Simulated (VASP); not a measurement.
Output of a VASP run:

OSZICAR:
```
...
DAV:   3    -0.548811794502E+02    0.27214E+01   -0.13782E+01  1842   0.205E+01    0.200E+00
DAV:   4    -0.549295371993E+02   -0.48358E-01   -0.95955E-01  1750   0.625E+00    0.203E+00
DAV:   5    -0.548973879325E+02    0.32149E-01   -0.22380E-01  1804   0.387E+00    0.807E-01
DAV:   6    -0.548969299972E+02    0.45794E-03   -0.13154E-02  1646   0.918E-01    0.484E-01
DAV:   7    -0.548973291681E+02   -0.39917E-03   -0.68822E-03  1802   0.721E-01    0.266E-01
DAV:   8    -0.548970359588E+02    0.29321E-03   -0.15358E-03  1792   0.325E-01    0.957E-02
DAV:   9    -0.548969940730E+02    0.41886E-04   -0.32099E-04  1806   0.120E-01    0.284E-02
DAV:  10    -0.548970037146E+02   -0.96416E-05   -0.92680E-05  1432   0.567E-02
   7 F= -.54897004E+02 E0= -.54894301E+02  d E =-.161114E-01
       N       E                     dE             d eps       ncg     rms          rms(c)
DAV:   1    -0.547181987909E+02    0.17880E+00   -0.29574E+01  1710   0.729E+01    0.149E+00
DAV:   2    -0.554270862422E+02   -0.70889E+00   -0.49311E+00  1792   0.156E+01    0.722E+00
DAV:   3    -0.548932115713E+02    0.53387E+00   -0.24850E+00  1794   0.122E+01    0.899E-01
DAV:   4    -0.549035483671E+02   -0.10337E-01   -0.10046E-01  1792   0.249E+00    0.778E-01
DAV:   5    -0.549059929768E+02   -0.24446E-02   -0.65611E-02  1802   0.202E+00    0.889E-01
DAV:   6    -0.549019882831E+02    0.40047E-02   -0.62397E-02  1788   0.186E+00    0.382E-01
DAV:   7    -0.549014411777E+02    0.54711E-03   -0.44912E-03  1780   0.400E-01    0.111E-01
DAV:   8    -0.549014053743E+02    0.35803E-04   -0.60734E-04  1828   0.199E-01    0.475E-02
DAV:   9    -0.549013883837E+02    0.16991E-04   -0.61398E-05  1438   0.629E-02    0.197E-02
DAV:  10    -0.549013866421E+02    0.17416E-05   -0.20945E-05  1210   0.303E-02
   8 F= -.54901387E+02 E0= -.54899131E+02  d E =-.204943E-01
       N       E                     dE             d eps       ncg     rms          rms(c)
DAV:   1    -0.548883121576E+02    0.13076E-01   -0.26761E+00  1702   0.200E+01    0.305E-01
DAV:   2    -0.549141559221E+02   -0.25844E-01   -0.19777E-01  1698   0.345E+00    0.120E+00
DAV:   3    -0.549018230948E+02    0.12333E-01   -0.57776E-02  1788   0.212E+00    0.305E-01
DAV:   4    -0.549018039160E+02    0.19179E-04   -0.11194E-02  1784   0.747E-01    0.218E-01
DAV:   5    -0.549015382378E+02    0.26568E-03   -0.60412E-03  1764   0.565E-01    0.136E-01
DAV:   6    -0.549015232821E+02    0.14956E-04   -0.87612E-04  1810   0.248E-01    0.384E-02
DAV:   7    -0.549015429743E+02   -0.19692E-04   -0.79894E-05  1580   0.638E-02    0.838E-03
DAV:   8    -0.549015460805E+02   -0.31062E-05   -0.49610E-06   810   0.231E-02
   9 F= -.54901546E+02 E0= -.54899457E+02  d E =-.159438E-03
       N       E                     dE             d eps       ncg     rms          rms(c)
DAV:   1    -0.548990881986E+02    0.24548E-02   -0.57734E-01  1708   0.931E+00    0.142E-01
DAV:   2    -0.549050230466E+02   -0.59348E-02   -0.44718E-02  1706   0.166E+00    0.589E-01
DAV:   3    -0.549019793350E+02    0.30437E-02   -0.15580E-02  1772   0.106E+00    0.147E-01
DAV:   4    -0.549019531674E+02    0.26168E-04   -0.23388E-03  1772   0.337E-01    0.931E-02
DAV:   5    -0.549019172391E+02    0.35928E-04   -0.11075E-03  1764   0.245E-01    0.672E-02
DAV:   6    -0.549019179761E+02   -0.73706E-06   -0.19318E-04  1556   0.116E-01    0.208E-02
DAV:   7    -0.549019255459E+02   -0.75697E-05   -0.17344E-05   952   0.335E-02
  10 F= -.54901926E+02 E0= -.54899748E+02  d E =-.538904E-03
```

### OUTCAR
```
------------------------ aborting loop because EDIFF is reached ----------------------------------------
  FORCE on cell =-STRESS in cart. coord.  units (eV):
  Direction    XX          YY          ZZ          XY          YZ          ZX
  --------------------------------------------------------------------------------------
  Total       -2.6448726     -2.6448726     -0.7957954      0.0000000     -0.0000000      0.0000000
  in kB      -20.5892262    -20.5892262     -6.1949341      0.0000000     -0.0000000      0.0000000
  external PRESSURE =     -15.7911288 kB  Pullay stress =       0.0000000 kB
  volume of cell :      205.81
      direct lattice vectors                 reciprocal lattice vectors
     2.958196680  0.000000000  0.000000000     0.338043784  0.000000000  0.000000000
     0.000000000  2.958196680  0.000000000     0.000000000  0.338043784  0.000000000
     0.000000000  0.000000000 23.519128063     0.000000000  0.000000000  0.042518583
 POSITION                                       TOTAL-FORCE (eV/Angst)
 -----------------------------------------------------------------------------------
      1.47910      0.00000      8.22158         0.000000      0.000000      0.003627
      0.00000      1.47910      9.52167         0.000000      0.000000      0.002502
      1.47910      0.00000     10.99126         0.000000      0.000000      0.000452
      0.00000      1.47910     12.52787        -0.000000      0.000000     -0.000452
      1.47910      0.00000     13.99746         0.000000      0.000000     -0.002502
      0.00000      1.47910     15.29754        -0.000000      0.000000     -0.003627
 -----------------------------------------------------------------------------------
    total drift:                                0.000000      0.000000     -0.000000
  FREE ENERGIE OF THE ION-ELECTRON SYSTEM (eV)
  ---------------------------------------------------
  free  energy   TOTEN  =       -54.9019255459 eV

  energy  without entropy=      -54.8953933957  energy(sigma->0) =      -54.89974816

 reached required accuracy - stopping structural energy minimisation
```
(Selected blocks of OUTCAR.)

File POSCAR:
```
V(100) slab
1
    2.9581966804     0.0000000000    -0.0000000000
    0.0000000000     2.9581966804     0.0000000000
    0.0000000000     0.0000000000    23.5191280630
V
6
Direct
  0.5000000000   0.0000000000   0.3427770000
  0.0000000000   0.5000000000   0.4056660000
  0.5000000000   0.0000000000   0.4685550000
  0.0000000000   0.5000000000   0.5314450000
  0.5000000000   0.0000000000   0.5943340000
  0.0000000000   0.5000000000   0.6572230000
```

Question: Write an INCAR and KPOINTS that could have produced this output.

Answer: One answer among several that fit: the input of the run itself, PBEsol GGA, plane waves, VASP's PBE PAW potentials (set 64).

**KPOINTS**
```
Automatic mesh
0
Gamma
9 9 1
0 0 0
```

INCAR:
```
LCHARG=.FALSE.
LDIPOL=.TRUE.
SIGMA=0.1   # width (eV)
LREAL=.FALSE.   # projection in real space or not
NELMIN=4
SYSTEM=V(100) slab
ALGO=Normal
LWAVE=.TRUE.
LASPH=.TRUE.
IDIPOL=3
GGA=PS   # PBEsol
ISIF=2
IBRION=2
DIPOL=0.5 0.5 0.5
ENCUT=400   # plane-wave cut-off (eV)
EDIFFG=-0.03   # ionic stop
LMAXMIX=4   # l cut-off of mixed one-centre charges
NSW=50   # most ionic steps
PREC=Normal
EDIFF=1E-5
ISMEAR=1   # Methfessel-Paxton
NELM=100
```

POTCAR, in this order: V_sv (PBE.64 set). Program: vasp_std.

The cell is a thin slab with vacuum, built from V (bcc): (100) face. The run is not spin-polarised, so no magnetic state was tried.
